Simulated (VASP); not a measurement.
HfO2:

```
Hf O
1.0
     0.00000    2.55750    2.55750
     2.55750    0.00000    2.55750
     2.55750    2.55750    0.00000
Hf O
1 2
Direct
  0.00000 0.00000 0.00000
  0.25000 0.25000 0.25000
  0.75000 0.75000 0.75000
```

Measurements of this composition are mostly on another form, of space group No. 14.

Base run:

```yaml
Program: VASP 6.6.1
Functional: PBE
Potentials_or_basis: VASP PAW PBE potentials, release 64 (Hf_pv, O)
Cutoff: 520 eV
k_mesh: 8 × 8 × 8
Occupations: gaussian, width 0.01 eV
Spin: no spin polarisation
```

Its results: band gap on the k mesh 3.73 eV, direct; pressure -6.0 GPa.

Problem. The run is repeated on the same cell with these changes: k mesh from 8 × 8 × 8 to 5 × 5 × 5. What comes out?

Solution. Band gap on the k mesh 4.01 eV, indirect (least direct gap 4.33 eV); pressure -6.0 GPa.

Caveats: some runs use coarse meshes; spin-orbit coupling is left out, which moves the levels of the heavy elements; an odd mesh through Γ misses points on the zone boundary, where band edges often lie (some runs).

Not every run made on this cell is shown here.
